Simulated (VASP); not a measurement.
Consider the following.

```
SnTe
1.0
    0.00000     3.17729     3.17729
    3.17729     0.00000     3.17729
    3.17729     3.17729     0.00000
Sn Te
1 1
Direct
  0.00000   0.00000   0.00000
  0.50000   0.50000   0.50000
```

These are PBE GGA with D3 dispersion (zero damping), VASP's PBE PAW potentials (set 64) (plane waves; VASP) values and carry that method's errors. Numerical set-up: 520 eV cut-off, Gaussian smearing of 0.050 eV, potentials Sn_d Te.

Unless said otherwise, spin-orbit coupling is left out, though it shifts the bands of the heavy elements here.

Estimate the band gap (along the path) with the smallest direct gap where there is one.

* **band gap (along the path)**: 0.02 eV
* **smallest direct gap (along the path)**: 0.02 eV

Total energies compare only between runs with the same potentials, cut-off and functional.

The compound is SnTe in the rock salt structure, which distorts at low temperature. It was relaxed first.
